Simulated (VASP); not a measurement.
Calculation: LDA (Ceperley-Alder, Perdew-Zunger), VASP's LDA PAW potentials (set 64) (plane waves; VASP 6.6.1).

A VASP calculation is set up with these files.

File POSCAR:
```
CsCl
1.0
  3.9738754760   0.0000000000   0.0000000000
  0.0000000000   3.9738754760   0.0000000000
  0.0000000000   0.0000000000   3.9738754760
Cs Cl
1 1
direct
  0.0000000000   0.0000000000   0.0000000000
  0.5000000000   0.5000000000   0.5000000000
```

### INCAR
```
! general
SYSTEM =CsCl
PREC   =Accurate
ENCUT  =500
LREAL  =F
LASPH  =T

! electronic loop
EDIFF  =1E-6
NELM   =100
ALGO   =Normal
LMAXMIX=4

! smearing
ISMEAR =0
SIGMA  =0.05

! ions
IBRION =2
NSW    =40
ISIF   =3
EDIFFG =-0.02

! output
LWAVE  =F
LCHARG =F
```

File KPOINTS:
```
kpoints
0
Gamma
 7 7 7
0 0 0
```

POTCAR, in this order: Cs_sv Cl (LDA.64 set). Program: vasp_std.

Unless said otherwise, spin-orbit coupling is left out, though it shifts the bands of the heavy elements here.

**Question.** Predict the energy per atom (σ→0), band gap (on the k-mesh).

**Answer.** 
```yaml
energy per atom (σ→0): -3.655 eV/atom
band gap (on the k-mesh): 4.97 eV
```

OSZICAR:
```
...
DAV:   6    -0.735799478190E+01    0.31580E+00   -0.55874E-01   552   0.456E+00    0.173E+00
DAV:   7    -0.731552546291E+01    0.42469E-01   -0.15312E-01   656   0.231E+00    0.924E-01
DAV:   8    -0.730995456667E+01    0.55709E-02   -0.10529E-02   568   0.753E-01    0.124E-01
DAV:   9    -0.730944189779E+01    0.51267E-03   -0.12133E-03   644   0.232E-01    0.932E-02
DAV:  10    -0.730945807139E+01   -0.16174E-04   -0.93255E-05   580   0.805E-02    0.187E-02
DAV:  11    -0.730946086643E+01   -0.27950E-05   -0.68575E-06   560   0.206E-02    0.376E-03
DAV:  12    -0.730946056881E+01    0.29763E-06   -0.30109E-06   520   0.110E-02
   1 F= -.73094606E+01 E0= -.73094606E+01  d E =-.730946E+01
```

The compound is CsCl in the CsCl type structure. It was relaxed first, which changed the volume by -10 %.
